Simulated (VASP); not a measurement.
Data:

```
CELL_PARAMETERS angstrom
      3.18530     0.00000     0.00000
     -1.59265     2.75855     0.00000
      0.00000     0.00000    10.24871
ATOMIC_POSITIONS crystal
  Zr 0.00000 0.00000 0.00000
  Zr 0.00000 0.00000 0.50000
  Zr 0.33333 0.66667 0.25000
  Zr 0.66667 0.33333 0.75000
```

Computed with LDA (Ceperley-Alder, Perdew-Zunger) with spin-orbit coupling, VASP's LDA PAW potentials (set 64) (plane waves; VASP 6.6.1). Run with 300 eV cut-off, 10×10×3 Γ-centred mesh, Gaussian smearing of 0.20 eV, potentials Zr_sv.

Task: Give the energies of bands 41 to 54 at the high-symmetry points, in eV from the Fermi level.

Result: 
```tsv
band	Γ	M	K	A	L	H
41	0.03	-1.54	-1.37	0.58	-1.98	-1.19
42	0.03	-1.54	-1.37	0.58	-1.98	-1.19
43	0.07	-1.36	-1.28	0.58	-1.98	-1.12
44	0.07	-1.36	-1.28	0.58	-1.98	-1.12
45	0.64	-1.15	-1.06	0.61	-0.03	-1.10
46	0.64	-1.15	-1.06	0.61	-0.03	-1.10
47	0.73	-0.09	-1.06	0.61	-0.03	-1.08
48	0.73	-0.09	-1.06	0.61	-0.03	-1.08
49	0.77	0.19	0.05	0.81	0.96	0.14
50	0.77	0.19	0.05	0.81	0.96	0.14
51	0.83	0.62	0.14	0.81	0.96	0.16
52	0.83	0.62	0.14	0.81	0.96	0.16
53	1.03	1.37	0.20	0.91	1.09	0.16
54	1.03	1.37	0.20	0.91	1.09	0.16
```

It has no gap at this level: it comes out as a metal or semimetal.

The structure was generated: Zr was put into an ordered model structure, which need not be its known phase. The cell was not relaxed at this level. The run is one of a series of settings (GGA_COMPAT = .FALSE., LNONCOLLINEAR = .TRUE., LSORBIT = .TRUE., MAGMOM = 0.0 0.0 0.0 0.0 0.0 0.0 0.0 0.0 0.0 0.0 0.0 0.0, program vasp_ncl against the base run), some of them coarse on purpose.
